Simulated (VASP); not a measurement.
Consider the following.

```yaml
crystal:
  lattice:
    - [0.00000, 2.84702, 2.84702]
    - [2.84702, 0.00000, 2.84702]
    - [2.84702, 2.84702, 0.00000]
  atoms:
    - { symbol: Ga, position: [0.00000, 0.00000, 0.00000] }
    - { symbol: Sb, position: [0.50000, 0.50000, 0.50000] }
```

These are PBEsol GGA, VASP's PBE PAW potentials (set 64) (plane waves; VASP) values and carry that method's errors. Numerical set-up: 400 eV cut-off, Gaussian smearing of 0.050 eV, potentials Ga_d Sb.

Problem. Give the energies of bands 7 to 12 at the high-symmetry points, in eV from the Fermi level.

Solution. 
```
band     Γ      X      U      L      W
----  ----  -----  -----  -----  -----
7     0.18  -5.33  -6.14  -7.59  -5.94
8     0.18  -3.91  -4.76   0.53  -4.25
9     0.18  -2.48  -1.81   0.53  -4.25
10    0.20  -2.48  -0.70   2.19   2.30
11    6.34   2.92   5.35   2.19   3.40
12    6.34   9.23   6.36   2.79   6.75
```

It has no gap at this level: it comes out as a metal or semimetal.

The structure was generated: GaSb was put into the rock salt type (Fm-3m), which need not be its known phase. It was relaxed first.
